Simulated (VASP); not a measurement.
# Cr3CdN (Pm-3m) in VASP: single point with r2SCAN

Aim: the single point of Cr3CdN with r2SCAN.

All numbers are computed with VASP 6.6.1; they aren't measurements. Logs are shortened: lines on timing, memory, paths and dates and some standing lists are left out, and cuts for length are marked.

**1. The crystal as given**

It takes space group Pm-3m (No. 221, cubic). Conventional cell: a = 4.086 Å, b = 4.086 Å, c = 4.086 Å, α = 90.00°, β = 90.00°, γ = 90.00°. Cd (site symmetry m-3m) is surrounded by 12 Cr at 2.89 Å. Around N (site symmetry m-3m) lie 6 Cr at 2.04 Å. Cr (site symmetry 4/mmm) has 2 N at 2.04 Å as nearest neighbours.

The cell was built by a generator and needn't be a form met in nature.

**2. Single point, r2SCAN**

Input file POSCAR:

```
Cr3CdN
1.0
    4.0859571500      0.0000000000      0.0000000000
    0.0000000000      4.0859571500      0.0000000000
    0.0000000000      0.0000000000      4.0859571500
Cd N Cr
1 1 3
Direct
    0.0000000000      0.0000000000      0.0000000000
    0.5000000000      0.5000000000      0.5000000000
    0.0000000000      0.5000000000      0.5000000000
    0.5000000000      0.0000000000      0.5000000000
    0.5000000000      0.5000000000      0.0000000000
```

Input file INCAR.step1:

```
SYSTEM = Cr3CdN
ALGO     = Normal         ! electronic algorithm
EDIFF    = 1E-4           ! SCF threshold, eV
ENCUT    = 520            ! plane-wave cutoff, eV
GGA      = PE             ! functional
ISMEAR   = -5             ! smearing method
LASPH    = .TRUE.         ! aspherical terms in the spheres
LCHARG   = .FALSE.        ! write CHGCAR
LMAXMIX  = 4              ! l up to which the mixer works
LREAL    = .FALSE.        ! projectors in reciprocal space
LWAVE    = .TRUE.         ! write WAVECAR
NELM     = 100            ! most SCF steps
PREC     = Accurate       ! precision mode
SIGMA    = 0.1            ! smearing width, eV
```

Input file INCAR.step2:

```
SYSTEM = Cr3CdN
ALGO     = Normal         ! electronic algorithm
EDIFF    = 1E-6           ! SCF threshold, eV
ENCUT    = 520            ! plane-wave cutoff, eV
ISIF     = 2              ! what is computed and relaxed
ISMEAR   = -1             ! smearing method
ISTART   = 1            
LASPH    = .TRUE.         ! aspherical terms in the spheres
LCHARG   = .FALSE.        ! write CHGCAR
LMAXMIX  = 4              ! l up to which the mixer works
LMIXTAU  = .TRUE.       
LORBIT   = 10             ! projections on sites
LREAL    = .FALSE.        ! projectors in reciprocal space
LWAVE    = .FALSE.        ! write WAVECAR
METAGGA  = R2SCAN         ! meta-GGA
NELM     = 100            ! most SCF steps
PREC     = Accurate       ! precision mode
SIGMA    = 0.1            ! smearing width, eV
```

Input file KPOINTS:

```
k-points
0
G
  8 8 8
  0 0 0
```

Potentials or basis: VASP PAW PBE potentials, release 64 (Cd, N, Cr_pv).

The run is started by

```console
$ cat potpaw_PBE.64/Cd/POTCAR potpaw_PBE.64/N/POTCAR potpaw_PBE.64/Cr_pv/POTCAR > POTCAR
$ cp INCAR.step1 INCAR
$ mpirun -np 1 vasp_std > vasp.out
$ cp INCAR.step2 INCAR
$ mpirun -np 1 vasp_std > vasp.out
```

OUTCAR:

```text
SYSTEM = Cr3CdN
   EDIFF = 1E-6
   ENCUT = 520
   ISIF = 2
   ISMEAR = -1
   ISTART = 1
   LASPH = .TRUE.
   LORBIT = 10
   LREAL = .FALSE.
   METAGGA = R2SCAN
   NELM = 100
   PREC = Accurate

 ion  position               nearest neighbor table
   1  0.000  0.000  0.000-   3 2.89   4 2.89   5 2.89   3 2.89   4 2.89   3 2.89   5 2.89   3 2.89
                             4 2.89   5 2.89   4 2.89   5 2.89
   2  0.500  0.500  0.500-   3 2.04   4 2.04   5 2.04   5 2.04   4 2.04   3 2.04
   3  0.000  0.500  0.500-   2 2.04   2 2.04   4 2.89   5 2.89   1 2.89   5 2.89   1 2.89   4 2.89
                             1 2.89   1 2.89   4 2.89   5 2.89   5 2.89   4 2.89
   4  0.500  0.000  0.500-   2 2.04   2 2.04   3 2.89   5 2.89   1 2.89   5 2.89   1 2.89   3 2.89
                             5 2.89   5 2.89   1 2.89   3 2.89   1 2.89   3 2.89
   5  0.500  0.500  0.000-   2 2.04   2 2.04   3 2.89   4 2.89   1 2.89   3 2.89   4 2.89   1 2.89
                             4 2.89   4 2.89   1 2.89   3 2.89   3 2.89   1 2.89

  LATTYP: Found a simple cubic cell.
 ALAT       =     4.0859571500

  Lattice vectors:

 A1 = (   4.0859571500,   0.0000000000,   0.0000000000)
 A2 = (   0.0000000000,   4.0859571500,   0.0000000000)
 A3 = (   0.0000000000,   0.0000000000,   4.0859571500)

Analysis of symmetry for initial positions (statically):
=====================================================================
 Subroutine PRICEL returns:
 Original cell was already a primitive cell.

 Routine SETGRP: Setting up the symmetry group for a
 simple cubic supercell.

 Subroutine GETGRP returns: Found 48 space group operations
 (whereof 48 operations were pure point group operations)
 out of a pool of 48 trial point group operations.

The static configuration has the point symmetry O_h .

Analysis of symmetry for dynamics (positions and initial velocities):
=====================================================================
 Subroutine PRICEL returns:
 Original cell was already a primitive cell.

 Routine SETGRP: Setting up the symmetry group for a
 simple cubic supercell.

 Subroutine GETGRP returns: Found 48 space group operations
 (whereof 48 operations were pure point group operations)
 out of a pool of 48 trial point group operations.

The dynamic configuration has the point symmetry O_h .

 Subroutine INISYM returns: Found 48 space group operations
 (whereof 48 operations are pure point group operations),
 and found     1 'primitive' translations

----------------------------------------------------------------------------------------

                                     Primitive cell

  volume of cell :      68.2152

  direct lattice vectors                    reciprocal lattice vectors
[... 109 lines left out ...]
   EFERMI_NEDOS =   21; number of points for ismear=-14 and -15
   IALGO  =     38    algorithm
   IMIX   =      4    mixing-type and parameters
     AMIX     =   0.40;   BMIX     =  1.00
     AMIX_MAG =   1.60;   BMIX_MAG =  1.00
  volume/ion in A,a.u.               =      13.64        92.07
  Fermi-wavevector in a.u.,A,eV,Ry     =   1.505011  2.844058 30.817983  2.265058
  Thomas-Fermi vector in A             =   2.615916
   LORBIT       =     10    0 simple, 1 ext, 2 COOP (PROOUT), +10 PAW based schemes
   METAGGA = R2SCAN    functional components
   LHFCALC =     F    Hartree Fock is set to
   AEXX    =    0.0000 exact exchange contribution
   IVDW    =     0    specifies the selected vdW correction
   LEPSILON=     F    determine dielectric tensor
   LRPA    =     F    only Hartree local field effects (RPA)
 non-spin polarized calculation
  energy-cutoff  :      520.00
  volume of cell :       68.22
 maximum number of plane-waves:      1856
   NGX = 15   NGY = 15   NGZ = 15

 number of electron      52.9999909 magnetization

 Free energy of the ion-electron system (eV)
  ---------------------------------------------------
  ext. energy  EPLUGINS =         0.00000000
  ---------------------------------------------------
  free energy    TOTEN  =       -72.66645863 eV

  energy without entropy =      -72.44977699  energy(sigma->0) =      -72.55811781

 E-fermi :   6.8728     XC(G=0): -13.3093

 val. band max:        6.8601382522   @ k =   0.2500   0.1250   0.0000
 cond. band min:       6.8814673189   @ k =   0.3750   0.2500   0.1250
 fundamental gap:      0.0213290667
 Fermi energy:         6.8727707466

 k-point     1 :       0.0000    0.0000    0.0000
  band No.  band energies     occupation
      1     -38.0992      2.00000
      2     -38.0992      2.00000
      3     -38.0992      2.00000
      4     -37.9155      2.00000
      5     -37.9155      2.00000
      6     -37.9155      2.00000
[... 805 lines left out ...]
     30       7.5753      0.00178
     31       7.7895      0.00021

 [... further k-points ...]

------------------------ aborting loop because EDIFF is reached ----------------------------------------

  FORCE on cell =-STRESS in cart. coord.  units (eV):
  Direction    XX          YY          ZZ          XY          YZ          ZX
  --------------------------------------------------------------------------------------
  -------------------------------------------------------------------------------------
  Total      -10.7374716    -10.7374716    -10.7374716     -0.0000000      0.0000000     -0.0000000
  in kB     -252.1919299   -252.1919299   -252.1919299     -0.0000000      0.0000000     -0.0000000
  external PRESSURE =    -252.1919299 kB  Pullay stress =       0.0000000 kB

 VOLUME and BASIS-vectors are now :
 -----------------------------------------------------------------------------
  energy-cutoff  :      520.00
  volume of cell :       68.22
      direct lattice vectors                 reciprocal lattice vectors
     4.085957150  0.000000000  0.000000000     0.244740697  0.000000000  0.000000000
     0.000000000  4.085957150  0.000000000     0.000000000  0.244740697  0.000000000
     0.000000000  0.000000000  4.085957150     0.000000000  0.000000000  0.244740697

 POSITION                                       TOTAL-FORCE (eV/Angst)
 -----------------------------------------------------------------------------------
      0.00000      0.00000      0.00000         0.000000      0.000000      0.000000
      2.04298      2.04298      2.04298         0.000000      0.000000      0.000000
      0.00000      2.04298      2.04298         0.000000      0.000000      0.000000
      2.04298      0.00000      2.04298         0.000000      0.000000      0.000000
      2.04298      2.04298      0.00000         0.000000      0.000000      0.000000
 -----------------------------------------------------------------------------------
    total drift:                                0.000000      0.000000     -0.000000

  FREE ENERGIE OF THE ION-ELECTRON SYSTEM (eV)
  ---------------------------------------------------
  free  energy   TOTEN  =       -72.6664586255 eV

  energy  without entropy=      -72.4497769903  energy(sigma->0) =      -72.55811781

 total charge

# of ion       s       p       d       tot
------------------------------------------
    1        0.534   0.460   9.452  10.446
    2        1.253   2.460   0.000   3.713
    3        0.440   6.260   4.103  10.803
    4        0.440   6.260   4.103  10.803
    5        0.440   6.260   4.103  10.803
--------------------------------------------------
tot          3.107  21.700  21.761  46.567
```

OUTCAR.step1:

```text
SYSTEM = Cr3CdN
   EDIFF = 1E-4
   ENCUT = 520
   GGA = PE
   ISMEAR = -5
   LASPH = .TRUE.
[... 1055 lines left out ...]
      0.00000      2.04298      2.04298         0.000000      0.000000      0.000000
      2.04298      0.00000      2.04298         0.000000      0.000000      0.000000
      2.04298      2.04298      0.00000         0.000000      0.000000      0.000000
 -----------------------------------------------------------------------------------
    total drift:                                0.000000      0.000000     -0.000000

  FREE ENERGIE OF THE ION-ELECTRON SYSTEM (eV)
  ---------------------------------------------------
  free  energy   TOTEN  =       -36.8241902204 eV

  energy  without entropy=      -36.8241902204  energy(sigma->0) =      -36.82419022
```

OSZICAR.step1:

```text
N       E                     dE             d eps       ncg     rms          rms(c)
DAV:   1     0.648941659117E+03    0.64894E+03   -0.30471E+04  2202   0.196E+03
DAV:   2     0.129981537130E+02   -0.63594E+03   -0.62725E+03  2170   0.575E+02
DAV:   3    -0.430456272075E+02   -0.56044E+02   -0.55103E+02  2868   0.164E+02
DAV:   4    -0.449404170530E+02   -0.18948E+01   -0.18730E+01  2599   0.294E+01
DAV:   5    -0.449992349463E+02   -0.58818E-01   -0.58687E-01  2734   0.466E+00    0.247E+01
DAV:   6    -0.395724020689E+02    0.54268E+01   -0.12844E+02  2898   0.753E+01    0.128E+01
DAV:   7    -0.369020973516E+02    0.26703E+01   -0.25027E+01  2881   0.357E+01    0.554E+00
DAV:   8    -0.368579706300E+02    0.44127E-01   -0.95141E-01  2646   0.621E+00    0.235E+00
DAV:   9    -0.368260909708E+02    0.31880E-01   -0.15458E-01  2979   0.218E+00    0.650E-01
DAV:  10    -0.368241619203E+02    0.19291E-02   -0.18716E-02  2687   0.109E+00    0.136E-01
DAV:  11    -0.368241902204E+02   -0.28300E-04   -0.94006E-04  2755   0.187E-01
   1 F= -.36824190E+02 E0= -.36824190E+02  d E =0.000000E+00
```

Wall time 3.4 min (1 thread of Intel Xeon Platinum 8375C at 2.90GHz (Ice Lake), shared host); peak memory 0.21 GiB.

Results:

| Quantity | Value |
| --- | --- |
| Free energy | -72.6665 eV |
| Pressure | -25.2 GPa |
| Band gap on the k mesh | none (metal or under the smearing width) |
| Valence electrons inside the program's atomic spheres | Cd 10.45; N 3.71; Cr 10.80 |

Levels at points of the mesh, in eV from the Fermi level:
| k point | band 23 | band 24 | band 25 | band 26 | band 27 | band 28 | band 29 | band 30 |
| --- | --- | --- | --- | --- | --- | --- | --- | --- |
| (0.00, 0.00, 0.00) | -1.73 | -1.73 | 0.46 | 0.46 | 0.46 | 0.51 | 0.51 | 1.13 |
| (0.50, 0.00, 0.00) | -1.76 | -0.87 | -0.52 | 0.22 | 0.24 | 0.24 | 0.24 | 0.57 |
| (0.50, 0.50, 0.00) | -0.82 | -0.82 | -0.71 | -0.71 | -0.13 | 0.39 | 0.45 | 0.67 |
| (0.50, 0.50, 0.50) | -0.80 | -0.80 | -0.80 | -0.57 | -0.57 | -0.57 | 0.74 | 0.74 |

Caveat: so large a pressure means that the cell lies far from this level's equilibrium, or that cutoff or potentials fall short; the potentials were made for another functional, which shifts forces and pressure; the run has no spin polarisation, though such a crystal can be magnetic. Spin polarisation is off, so any magnetic state and its effect on volume and gap are missing.
